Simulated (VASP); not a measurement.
# Na2CdH4 (F-43m) in VASP: notebook

One crystal, Na2CdH4, is run at these levels: PBE; tasks: single point, relaxation of cell and atoms.

Everything below comes from runs of VASP 6.6.1. Logs are shortened: lines on timing, memory, paths and dates and some standing lists are left out, and cuts for length are marked.

### 1 The crystal as given

Symmetry: F-43m, No. 216, cubic system. The conventional cell has a = 7.391 Å, b = 7.391 Å, c = 7.391 Å, α = 90.00°, β = 90.00°, γ = 90.00°. Around Na (site symmetry -43m) lie 12 H at 3.10 Å and 4 Cd at 3.20 Å and 4 Na at 3.20 Å. Na (site symmetry -43m) is surrounded by 12 H at 3.04 Å and 4 Na at 3.20 Å. Cd (site symmetry -43m) has 4 H at 1.78 Å as nearest neighbours. H (site symmetry 3m) is surrounded by 1 Cd at 1.78 Å.

The cell was built by a generator and needn't be a form met in nature.

### 2 Single point, PBE

Input file INCAR:

```
SYSTEM = Na2CdH4
ALGO = Normal ; EDIFF = 1E-6
ENCUT = 520 ; GGA = PE
ISIF = 2 ; ISMEAR = 0
LASPH = .True. ; LCHARG = .True.
LELF = .True. ; LREAL = .False.
LVHAR = .True. ; LWAVE = .False.
NBANDS = 24 ; NELM = 60
PREC = Accurate ; SIGMA = 0.02
```

Input file KPOINTS:

```
k-points
0
Gamma
  6 6 6
  0 0 0
```

Input file POSCAR:

```
Na2CdH4
1.0
    0.0000000000      3.6955386791      3.6955386791
    3.6955386791      0.0000000000      3.6955386791
    3.6955386791      3.6955386791      0.0000000000
Na Cd H
2 1 4
Direct
    0.7500000000      0.7500000000      0.7500000000
    0.0000000000      0.0000000000      0.0000000000
    0.5000000000      0.5000000000      0.5000000000
    0.3612956055      0.9161131834      0.3612956055
    0.3612956055      0.3612956055      0.3612956055
    0.9161131834      0.3612956055      0.3612956055
    0.3612956055      0.3612956055      0.9161131834
```

Potentials or basis: VASP PAW PBE potentials, release 64 (Na_pv, Cd, H).

Launch:

```console
> cat potpaw_PBE.64/Na_pv/POTCAR potpaw_PBE.64/Cd/POTCAR potpaw_PBE.64/H/POTCAR > POTCAR
> mpirun -np 1 vasp_std > vasp.out
```

OUTCAR:

```text
SYSTEM = Na2CdH4
   EDIFF = 1E-6
   ENCUT = 520
   GGA = PE
   ISIF = 2
   ISMEAR = 0
   LASPH = .True.
   LREAL = .False.
   NELM = 60
   PREC = Accurate

 ion  position               nearest neighbor table
   1  0.750  0.750  0.750-   3 3.20   3 3.20   3 3.20   3 3.20
   2  0.000  0.000  0.000-
   3  0.500  0.500  0.500-   4 1.78   6 1.78   7 1.78   5 1.78   1 3.20   1 3.20   1 3.20   1 3.20

   4  0.361  0.916  0.361-   3 1.78
   5  0.361  0.361  0.361-   3 1.78
   6  0.916  0.361  0.361-   3 1.78
   7  0.361  0.361  0.916-   3 1.78

  LATTYP: Found a face centered cubic cell.
 ALAT       =     7.3910773582

  Lattice vectors:

 A1 = (   0.0000000000,   3.6955386791,   3.6955386791)
 A2 = (   3.6955386791,   0.0000000000,   3.6955386791)
 A3 = (   3.6955386791,   3.6955386791,   0.0000000000)

Analysis of symmetry for initial positions (statically):
=====================================================================
 Subroutine PRICEL returns:
 Original cell was already a primitive cell.

 Routine SETGRP: Setting up the symmetry group for a
 face centered cubic supercell.

 Subroutine GETGRP returns: Found 24 space group operations
 (whereof 24 operations were pure point group operations)
 out of a pool of 48 trial point group operations.

The static configuration has the point symmetry T_d .

Analysis of symmetry for dynamics (positions and initial velocities):
=====================================================================
 Subroutine PRICEL returns:
 Original cell was already a primitive cell.

 Routine SETGRP: Setting up the symmetry group for a
 face centered cubic supercell.

 Subroutine GETGRP returns: Found 24 space group operations
 (whereof 24 operations were pure point group operations)
 out of a pool of 48 trial point group operations.

The dynamic configuration has the point symmetry T_d .

 Subroutine INISYM returns: Found 24 space group operations
 (whereof 24 operations are pure point group operations),
 and found     1 'primitive' translations

----------------------------------------------------------------------------------------

                                     Primitive cell

  volume of cell :     100.9400

  direct lattice vectors                    reciprocal lattice vectors
     0.000000000  3.695538679  3.695538679    -0.135298273  0.135298273  0.135298273
     3.695538679  0.000000000  3.695538679     0.135298273 -0.135298273  0.135298273
     3.695538679  3.695538679  0.000000000     0.135298273  0.135298273 -0.135298273

  length of vectors
     5.226280920  5.226280920  5.226280920     0.234343483  0.234343483  0.234343483

  position of ions in fractional coordinates (direct lattice)
     0.750000000  0.750000000  0.750000000
     0.000000000  0.000000000  0.000000000
     0.500000000  0.500000000  0.500000000
     0.361295605  0.916113183  0.361295605
     0.361295605  0.361295605  0.361295605
     0.916113183  0.361295605  0.361295605
     0.361295605  0.361295605  0.916113183

  ion indices of the primitive-cell ions
   primitive index   ion index
                 1           1
                 2           2
                 3           3
                 4           4
                 5           5
                 6           6
                 7           7

----------------------------------------------------------------------------------------

 KPOINTS: k-points

Automatic generation of k-mesh.
 Grid dimensions read from file:
 generate k-points for:    6    6    6

 Generating k-lattice:

  Cartesian coordinates                     Fractional coordinates (reciprocal lattice)
    -0.022549712  0.022549712  0.022549712     0.166666667  0.000000000  0.000000000
     0.022549712 -0.022549712  0.022549712     0.000000000  0.166666667  0.000000000
     0.022549712  0.022549712 -0.022549712     0.000000000  0.000000000  0.166666667

  Length of vectors
     0.039057247  0.039057247  0.039057247

  Shift w.r.t. Gamma in fractional coordinates (k-lattice)
     0.000000000  0.000000000  0.000000000

 Subroutine IBZKPT returns following result:
 ===========================================

 Found     16 irreducible k-points:

 Following reciprocal coordinates:
            Coordinates               Weight
  0.000000  0.000000  0.000000      1.000000
  0.166667  0.000000  0.000000      8.000000
  0.333333  0.000000  0.000000      8.000000
  0.500000  0.000000  0.000000      4.000000
  0.166667  0.166667  0.000000      6.000000
  0.333333  0.166667  0.000000     24.000000
[... 8 lines left out ...]
 -0.333333  0.333333  0.166667     24.000000
 -0.333333  0.500000  0.166667     12.000000
   k-points           NKPTS =     16   k-points in BZ     NKDIM =     16   number of bands    NBANDS=     24
   number of dos      NEDOS =    301   number of ions     NIONS =      7
   total plane-waves  NPLWV =  64000
   dimension x,y,z NGX =    40 NGY =   40 NGZ =   40
   dimension x,y,z NGXF=    80 NGYF=   80 NGZF=   80
   ions per type =               2   1   4
   NGX,Y,Z   is equivalent  to a cutoff of  12.72, 12.72, 12.72 a.u.
   NGXF,Y,Z  is equivalent  to a cutoff of  25.45, 25.45, 25.45 a.u.
 SYSTEM =  Na2CdH4
   PREC   = accura    normal or accurate (medium, high low for compatibility)
   ISTART =      0    job   : 0-new  1-cont  2-samecut
   ICHARG =      2    charge: 1-file 2-atom 10-const
   ISPIN  =      1    spin polarized calculation?
   LNONCOLLINEAR =      F non collinear calculations
   LSORBIT =      F    spin-orbit coupling
   LASPH  =      T    aspherical Exc in radial PAW
   ENCUT  =  520.0 eV  38.22 Ry    6.18 a.u.   9.72  9.72  9.72*2*pi/ulx,y,z
   NELM   =     60;   NELMIN=  2; NELMDL= -5     # of ELM steps
   EDIFF  = 0.1E-05   stopping-criterion for ELM
   LREAL  =      F    real-space projection
   EDIFFG = 0.1E-04   stopping-criterion for IOM
   NSW    =      0    number of steps for IOM
   IBRION =     -1    ionic relax: 0-MD 1-quasi-New 2-CG
   NFREE  =      0    steps in history (QN), initial steepest desc. (CG)
   ISIF   =      2    stress and relaxation
   ISYM   =      2    0-nonsym 1-usesym 2-fastsym
   POTIM  = 0.5000    time-step for ionic-motion
   TEBEG  =    0.0;   TEEND  =   0.0 temperature during run
   PSTRESS=    0.0 pullay stress
   NELECT =      30.0000    total number of electrons
   NUPDOWN=      -1.0000    fix difference up-down
   EMIN   =  10.00;   EMAX   =-10.00  energy-range for DOS
   EFERMI =   0.00;   METHOD = LEGACY
   ISMEAR =     0;   SIGMA  =   0.02  broadening in eV -4-tet -1-fermi 0-gaus
   EFERMI_NEDOS =   21; number of points for ismear=-14 and -15
   IALGO  =     38    algorithm
   IMIX   =      4    mixing-type and parameters
     AMIX     =   0.40;   BMIX     =  1.00
     AMIX_MAG =   1.60;   BMIX_MAG =  1.00
  volume/ion in A,a.u.               =      14.42        97.31
  Fermi-wavevector in a.u.,A,eV,Ry     =   1.092515  2.064554 16.239771  1.193590
  Thomas-Fermi vector in A             =   2.228782
   LORBIT       =      0    0 simple, 1 ext, 2 COOP (PROOUT), +10 PAW based schemes
   GGA     = PE    functional components
   LHFCALC =     F    Hartree Fock is set to
   AEXX    =    0.0000 exact exchange contribution
   IVDW    =     0    specifies the selected vdW correction
   LEPSILON=     F    determine dielectric tensor
   LRPA    =     F    only Hartree local field effects (RPA)
 non-spin polarized calculation
 Gauss-broadening in eV      SIGMA  =   0.02
  energy-cutoff  :      520.00
  volume of cell :      100.94
 maximum number of plane-waves:      2764
   NGX = 19   NGY = 19   NGZ = 19

 number of electron      30.0000022 magnetization

 Free energy of the ion-electron system (eV)
  ---------------------------------------------------
  ext. energy  EPLUGINS =         0.00000000
  ---------------------------------------------------
  free energy    TOTEN  =       -15.66677127 eV

  energy without entropy =      -15.66677127  energy(sigma->0) =      -15.66677127

 E-fermi :  -0.3203     XC(G=0):  -8.0840

 val. band max:       -0.4688475623   @ k =   0.0000   0.0000   0.0000
 cond. band min:       1.9910180761   @ k =   0.3333   0.3333   0.0000
 fundamental gap:      2.4598656384
 Fermi energy:        -0.3203431887

 k-point     1 :       0.0000    0.0000    0.0000
  band No.  band energies     occupation
      1     -24.7032      2.00000
      2     -24.7032      2.00000
      3     -24.7032      2.00000
      4     -24.6054      2.00000
      5     -24.6054      2.00000
      6     -24.6054      2.00000
[... 16 lines left out ...]
     23       6.6114      0.00000
     24       7.2932      0.00000

 k-point     2 :       0.1667    0.0000    0.0000
  band No.  band energies     occupation
      1     -24.7038      2.00000
      2     -24.7038      2.00000
      3     -24.7033      2.00000
      4     -24.6057      2.00000
      5     -24.6049      2.00000
      6     -24.6049      2.00000
[... 16 lines left out ...]
     23       6.8442      0.00000
     24       8.4651      0.00000

 k-point     3 :       0.3333    0.0000    0.0000
  band No.  band energies     occupation
      1     -24.7048      2.00000
      2     -24.7048      2.00000
      3     -24.7034      2.00000
      4     -24.6063      2.00000
      5     -24.6040      2.00000
      6     -24.6040      2.00000
[... 16 lines left out ...]
     23       8.8367      0.00000
     24       9.5719      0.00000
[... 298 lines left out ...]
 k-point    15 :      -0.3333    0.3333    0.1667
  band No.  band energies     occupation
      1     -24.7081      2.00000
      2     -24.7068      2.00000
      3     -24.7000      2.00000
      4     -24.6096      2.00000
      5     -24.6023      2.00000
      6     -24.6014      2.00000
[... 16 lines left out ...]
     23       8.5035      0.00000
     24       9.9840      0.00000

 k-point    16 :      -0.3333    0.5000    0.1667
  band No.  band energies     occupation
      1     -24.7079      2.00000
      2     -24.7078      2.00000
      3     -24.6994      2.00000
      4     -24.6103      2.00000
      5     -24.6015      2.00000
      6     -24.6014      2.00000
[... 16 lines left out ...]
     23       9.1892      0.00000
     24      10.1799      0.00000

------------------------ aborting loop because EDIFF is reached ----------------------------------------

  FORCE on cell =-STRESS in cart. coord.  units (eV):
  Direction    XX          YY          ZZ          XY          YZ          ZX
  --------------------------------------------------------------------------------------
  -------------------------------------------------------------------------------------
  Total        0.0455455      0.0455455      0.0455455      0.0000000      0.0000000      0.0000000
  in kB        0.7229245      0.7229245      0.7229245      0.0000000      0.0000000      0.0000000
  external PRESSURE =       0.7229245 kB  Pullay stress =       0.0000000 kB

 VOLUME and BASIS-vectors are now :
 -----------------------------------------------------------------------------
  energy-cutoff  :      520.00
  volume of cell :      100.94
      direct lattice vectors                 reciprocal lattice vectors
     0.000000000  3.695538679  3.695538679    -0.135298273  0.135298273  0.135298273
     3.695538679  0.000000000  3.695538679     0.135298273 -0.135298273  0.135298273
     3.695538679  3.695538679  0.000000000     0.135298273  0.135298273 -0.135298273

 POSITION                                       TOTAL-FORCE (eV/Angst)
 -----------------------------------------------------------------------------------
      5.54331      5.54331      5.54331        -0.000000     -0.000000     -0.000000
      0.00000      0.00000      0.00000        -0.000000     -0.000000     -0.000000
      3.69554      3.69554      3.69554        -0.000000     -0.000000     -0.000000
      4.72071      2.67036      4.72071         0.021077     -0.021077      0.021077
      2.67036      2.67036      2.67036        -0.021077     -0.021077     -0.021077
      2.67036      4.72071      4.72071        -0.021077      0.021077      0.021077
      4.72071      4.72071      2.67036         0.021077      0.021077     -0.021077
 -----------------------------------------------------------------------------------
    total drift:                               -0.000001     -0.000001     -0.000001

  FREE ENERGIE OF THE ION-ELECTRON SYSTEM (eV)
  ---------------------------------------------------
  free  energy   TOTEN  =       -15.6667712709 eV

  energy  without entropy=      -15.6667712709  energy(sigma->0) =      -15.66677127
```

Wall time 28 s (1 thread of Intel Xeon 6975P-C (Granite Rapids), shared host); peak memory 0.25 GiB.

What came out:

```yaml
Free_energy: -15.6668 eV
Pressure: 0.1 GPa
Largest_force: 0.037 eV/Å
Band_gap_on_the_k_mesh: 2.46 eV, indirect (least direct gap 3.07 eV)
```

Forces on the atoms (eV/Å):
```
Na   0.000  0.000  0.000
Na   0.000  0.000  0.000
Cd   0.000  0.000  0.000
H    0.021 -0.021  0.021
H   -0.021 -0.021 -0.021
H   -0.021  0.021  0.021
H    0.021  0.021 -0.021
```

A k mesh can miss the band edges. A hybrid or GW would open this gap; PBE tends to underestimate it.

[end of part 1 of 2]
